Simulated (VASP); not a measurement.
Output of a VASP run:

**OSZICAR**
```
...
RMM:   5    -0.457036974546E+03    0.66351E-05   -0.22483E-04  1315   0.316E-02    0.434E-02
RMM:   6    -0.457036977267E+03   -0.27214E-05   -0.11429E-04  1227   0.210E-02    0.255E-02
RMM:   7    -0.457036981610E+03   -0.43427E-05   -0.64255E-05   821   0.136E-02
 111 F= -.45703698E+03 E0= -.45702899E+03  d E =-.624632E-03  mag=     2.0000
       N       E                     dE             d eps       ncg     rms          rms(c)
DAV:   1    -0.457035702119E+03    0.12751E-02   -0.62311E-01   944   0.182E+00    0.201E-01
RMM:   2    -0.457036920151E+03   -0.12180E-02   -0.14034E-02   912   0.312E-01    0.209E-01
RMM:   3    -0.457037187353E+03   -0.26720E-03   -0.30436E-03  1154   0.135E-01    0.107E-01
RMM:   4    -0.457037204303E+03   -0.16950E-04   -0.69996E-04  1357   0.594E-02    0.736E-02
RMM:   5    -0.457037195715E+03    0.85882E-05   -0.27697E-04  1322   0.353E-02    0.481E-02
RMM:   6    -0.457037199343E+03   -0.36275E-05   -0.13963E-04  1272   0.231E-02    0.284E-02
RMM:   7    -0.457037203711E+03   -0.43686E-05   -0.69652E-05   872   0.146E-02
 112 F= -.45703720E+03 E0= -.45702942E+03  d E =-.846733E-03  mag=     2.0000
       N       E                     dE             d eps       ncg     rms          rms(c)
DAV:   1    -0.457036244152E+03    0.95519E-03   -0.68372E-01   944   0.191E+00    0.206E-01
RMM:   2    -0.457037592786E+03   -0.13486E-02   -0.15091E-02   914   0.322E-01    0.234E-01
RMM:   3    -0.457037854959E+03   -0.26217E-03   -0.32685E-03  1161   0.139E-01    0.109E-01
RMM:   4    -0.457037878970E+03   -0.24010E-04   -0.72500E-04  1358   0.609E-02    0.751E-02
RMM:   5    -0.457037872015E+03    0.69544E-05   -0.31061E-04  1340   0.372E-02    0.478E-02
RMM:   6    -0.457037874759E+03   -0.27441E-05   -0.13658E-04  1251   0.226E-02    0.196E-02
RMM:   7    -0.457037881619E+03   -0.68593E-05   -0.73211E-05   870   0.146E-02
 113 F= -.45703788E+03 E0= -.45703027E+03  d E =-.677907E-03  mag=     2.0000
       N       E                     dE             d eps       ncg     rms          rms(c)
DAV:   1    -0.457036211285E+03    0.16635E-02   -0.79630E-01   944   0.206E+00    0.221E-01
RMM:   2    -0.457037774783E+03   -0.15635E-02   -0.17523E-02   912   0.347E-01    0.247E-01
RMM:   3    -0.457038087934E+03   -0.31315E-03   -0.37930E-03  1164   0.150E-01    0.117E-01
RMM:   4    -0.457038113496E+03   -0.25562E-04   -0.83688E-04  1365   0.654E-02    0.815E-02
RMM:   5    -0.457038105103E+03    0.83928E-05   -0.35809E-04  1349   0.402E-02    0.509E-02
RMM:   6    -0.457038110003E+03   -0.48995E-05   -0.16226E-04  1302   0.244E-02    0.217E-02
RMM:   7    -0.457038117432E+03   -0.74292E-05   -0.80948E-05   917   0.154E-02
 114 F= -.45703812E+03 E0= -.45703068E+03  d E =-.913721E-03  mag=     2.0000
       N       E                     dE             d eps       ncg     rms          rms(c)
DAV:   1    -0.457037450955E+03    0.65905E-03   -0.50213E-01   936   0.163E+00    0.184E-01
RMM:   2    -0.457038432078E+03   -0.98112E-03   -0.11330E-02   915   0.279E-01    0.207E-01
RMM:   3    -0.457038630621E+03   -0.19854E-03   -0.24565E-03  1175   0.120E-01    0.963E-02
RMM:   4    -0.457038646600E+03   -0.15979E-04   -0.53566E-04  1351   0.522E-02    0.661E-02
RMM:   5    -0.457038643069E+03    0.35309E-05   -0.23485E-04  1309   0.325E-02    0.426E-02
RMM:   6    -0.457038646219E+03   -0.31506E-05   -0.11677E-04  1169   0.203E-02    0.150E-02
RMM:   7    -0.457038651367E+03   -0.51473E-05   -0.56268E-05   817   0.130E-02
 115 F= -.45703865E+03 E0= -.45703135E+03  d E =-.533935E-03  mag=     2.0000
```

File OUTCAR:
```
------------------------ aborting loop because EDIFF is reached ----------------------------------------
  FORCE on cell =-STRESS in cart. coord.  units (eV):
  Direction    XX          YY          ZZ          XY          YZ          ZX
  --------------------------------------------------------------------------------------
  Total      -27.2194566    -27.5053392      3.4817858      0.1595963      1.6664149      0.6001687
  in kB      -59.1441431    -59.7653268      7.5654425      0.3467809      3.6208908      1.3040843
  external PRESSURE =     -37.1146758 kB  Pullay stress =       0.0000000 kB
  volume of cell :      737.36
      direct lattice vectors                 reciprocal lattice vectors
     7.892156286  0.000000000  0.000000000     0.126708084  0.000000000  0.000000000
     0.000000000  7.892156286  0.000000000     0.000000000  0.126708084  0.000000000
     0.000000000  0.000000000 11.838234429     0.000000000  0.000000000  0.084472056
 POSITION                                       TOTAL-FORCE (eV/Angst)
 -----------------------------------------------------------------------------------
      7.83847      0.02407      0.10720        -0.002382     -0.005883      0.002205
      0.23425      0.12037      4.11504        -0.015386      0.011229      0.004899
      0.10166      0.08650      7.83411        -0.001829     -0.004625     -0.011682
      7.83982      4.00913      0.06787         0.003558      0.002863     -0.005545
      0.21617      3.89549      4.10095        -0.017228     -0.004699     -0.001712
      0.10771      3.91477      7.86290         0.009172     -0.006014     -0.010553
      3.91916      7.86650      0.03239         0.002534      0.003312      0.003227
      3.90943      0.05386      4.08500        -0.009335      0.003764      0.006699
      3.86328      0.05271      7.91420         0.001668     -0.000492      0.009329
      3.94820      4.04737      0.02058         0.003099      0.005198     -0.001429
      3.92327      3.97713      4.07765        -0.012991     -0.003642      0.004684
      3.89125      3.92936      7.91177        -0.006764      0.001721      0.007551
      2.07144      2.04045      2.04781        -0.007472     -0.000408     -0.001881
      1.92600      2.04077      9.99834         0.008112     -0.004668     -0.000124
      2.03762      5.97496      2.08681        -0.002022      0.009837      0.010006
      2.00075      5.92909      6.05934         0.000787      0.016986     -0.012423
      1.90059      5.97872      9.97370         0.003739     -0.000942     -0.000744
      5.92860      2.04192      2.12091        -0.009698     -0.010523      0.000210
      5.94008      2.01577      5.94931         0.006446     -0.011328     -0.012141
      5.87423      2.02918      9.96654         0.003920      0.004213     -0.009350
      5.97911      5.98666      2.13503        -0.005427      0.003279     -0.013292
      6.00623      5.95324      6.03772         0.010315      0.003784      0.000614
      5.88652      6.00536      9.94450         0.006244     -0.003698      0.006766
      1.82443      7.86310      1.91257         0.004248      0.005013     -0.007339
      7.79020      1.88908      2.13372        -0.017172      0.007041     -0.002190
      1.65862      1.93950     11.81056         0.013346      0.000355     -0.001258
      2.09826      7.80343      5.95795        -0.001795     -0.017391      0.012581
      7.74078      1.97547      5.85428         0.003661      0.009966      0.002005
      2.15752      1.97304      3.83913         0.000650      0.001603     -0.008432
      2.14635      7.85970      9.87879         0.011183     -0.001806     -0.001627
      0.05149      1.94103      9.55054         0.001968     -0.004207     -0.001625
      1.83969      1.95952      8.00016        -0.004071     -0.001587      0.008031
      1.79429      3.93373      1.89852        -0.003635     -0.003184     -0.005181
      7.84340      5.86653      1.85163        -0.002803      0.003811     -0.003272
      2.01404      5.90421     11.80558        -0.000707      0.002589      0.013022
      2.11083      4.03498      5.96103         0.002426      0.009704      0.006977
      0.02776      5.91508      5.74780        -0.004176     -0.005676      0.002923
      1.98697      5.90501      3.90899        -0.009044     -0.004652      0.005950
      2.19357      3.92225      9.89588         0.007395     -0.002099     -0.004835
      0.05138      5.76760      9.81085         0.003255     -0.002399      0.004226
      1.92054      5.90942      7.90966        -0.014813     -0.002930     -0.008180
      5.76706      7.87560      1.88416         0.011780      0.006666      0.006412
      3.89778      1.92683      1.61609         0.004681      0.007516     -0.012604
      6.11444      1.95473     11.76877         0.003576     -0.001415      0.001716
      5.80656      7.87344      5.77276        -0.008686     -0.004736      0.020683
      3.86343      1.97044      6.23786         0.000259      0.003576     -0.009880
      5.56812      1.99315      3.92542         0.017878     -0.004225      0.005998
      6.10568      7.87836      9.74586         0.000818      0.005356     -0.008744
      3.98283      1.89542      9.89110         0.014686      0.001840      0.006826
      5.73826      1.93177      7.80766         0.006171     -0.003424      0.000056
      5.79705      3.91585      1.85404         0.012395     -0.009463      0.007850
      3.90732      5.83971      1.87123         0.000211      0.002501     -0.002463
      5.89116      5.91006     11.76383        -0.015466     -0.000303     -0.011351
      5.79948      3.96513      5.81962        -0.011161     -0.003800      0.008044
      3.97662      5.92064      5.84158         0.015800     -0.000198     -0.001899
      5.90592      5.86939      3.91001         0.002365     -0.000085      0.004573
...
```
(Selected blocks of OUTCAR.)

**POSCAR**
```
Sr12Ti11O36
1
    7.8921562860     0.0000000000     0.0000000000
    0.0000000000     7.8921562860     0.0000000000
    0.0000000000     0.0000000000    11.8382344290
Sr Ti O
12 11 36
Direct
  0.9930460520   0.9961460011   0.0033965586
  0.0148423180   0.0126920978   0.3483323407
  0.0142195283   0.0153174509   0.6609045731
  0.9936536263   0.5078069989   0.0024353469
  0.0145161523   0.4871807115   0.3477290098
  0.0151104731   0.4867070321   0.6609268311
  0.5060866622   0.9958747486   0.0033937545
  0.4858688315   0.0124658061   0.3480197753
  0.4823832871   0.0145071218   0.6615728645
  0.5051883107   0.5076462891   0.0024912341
  0.4861887541   0.4869874567   0.3472860006
  0.4814522810   0.4869451892   0.6614908559
  0.2539505305   0.2540042479   0.1692098025
  0.2442496395   0.2590183587   0.8409798919
  0.2543742599   0.7526210185   0.1776560501
  0.2491325165   0.7499166045   0.5113944243
  0.2425293288   0.7608827289   0.8420115960
  0.7535353007   0.2553398258   0.1787240479
  0.7491776446   0.2496713417   0.5108866160
  0.7444084339   0.2651052493   0.8386870099
  0.7544320096   0.7533984468   0.1858853408
  0.7480948104   0.7497676245   0.5163658955
  0.7429921951   0.7650914598   0.8420351508
  0.2466844470   0.9965320478   0.1490940646
  0.9958103716   0.2474196477   0.1542017763
  0.2502850114   0.2510615143   0.9987877810
  0.2495523666   0.9890180186   0.5038963676
  0.9892917075   0.2495548623   0.4990074756
  0.2529530057   0.2447527594   0.3184414808
  0.2547879715   0.9964019720   0.8358298016
  0.9987396877   0.2421554365   0.8451375027
  0.2462180123   0.2545280538   0.6818513291
  0.2463997983   0.5010522521   0.1555650183
  0.9966063565   0.7478632312   0.1550556836
  0.2501328598   0.7467625322   0.9971492226
  0.2513271340   0.5123883826   0.4980168096
  0.9976636516   0.7512896659   0.4890874898
  0.2498145446   0.7568792832   0.3292635558
  0.2542762071   0.4969822224   0.8385595690
  0.0026793736   0.7385034982   0.8204574498
  0.2515059443   0.7445756099   0.6681720332
  0.7452168639   0.9970969005   0.1561711105
  0.5019673706   0.2476067627   0.1508694305
  0.7505275040   0.2474429077   0.9956024265
  0.7534232885   0.9989401058   0.4903444597
  0.5109875562   0.2503729752   0.5017406076
  0.7471566877   0.2505598910   0.3297371421
  0.7545784405   0.9973237709   0.8269078471
  0.5024021291   0.2420950684   0.8417142636
  0.7524957844   0.2475973202   0.6679484700
  0.7454002340   0.4992725566   0.1554983802
  0.4995387181   0.7477403576   0.1549248278
  0.7507223698   0.7481918440   0.9965778149
  0.7522250582   0.5006113024   0.4911669986
  0.5025971114   0.7544146921   0.4885838201
  0.7505086971   0.7481440065   0.3330776497
  0.7546824689   0.4956588929   0.8267217838
  0.5014358001   0.7382089924   0.8208722942
  0.7498045203   0.7497288529   0.6659952913
```

Q: Reconstruct the remaining input files.

A: Several could match; the one computed here: the input of the run itself, PBE GGA, plane waves, VASP's PBE PAW potentials (set 64).

KPOINTS:
```
Automatic mesh
0
Gamma
1 1 1
0 0 0
```

### INCAR
```
EDIFFG  =  -0.03   # ionic stop
LCHARG  =  .False.
ENCUT  =  400
NUPDOWN  =  2
MAGMOM  =  59*0.0339
SIGMA  =  0.05   # width (eV)
NELMIN  =  4
LREAL  =  Auto   # projection in real space or not
IBRION  =  2   # conjugate gradients
LMAXMIX  =  4   # l cut-off of mixed one-centre charges
ISYM  =  0
ISPIN  =  2   # spin-polarised
NELM  =  100
SYSTEM  =  Sr12Ti11O36
LASPH  =  .True.
LORBIT  =  10
EDIFF  =  1E-5   # SCF stop (eV)
ISIF  =  2   # forces and stress, cell fixed
PREC  =  Normal
ISMEAR  =  0   # Gaussian
ALGO  =  Fast   # Davidson, then RMM-DIIS
LWAVE  =  .False.
NELECT  =  378.0
NSW  =  120   # most ionic steps
GGA  =  PE   # PBE
```

POTCAR, in this order: Sr_sv Ti O (PBE.64 set). Program: vasp_gam.

At this cut-off the stress carries a Pulay error, which pulls relaxed volumes low. The cell is charged, with a uniform compensating background. The supercell is sampled at Γ alone, which is coarse: total energies, pressure and levels can be off, energies of defects by several tenths of an eV.

The cell is a supercell with a defect, built from SrTiO3 (cubic perovskite, the ideal cubic form; the compound distorts at low or room temperature): vac_Ti, charge +2.
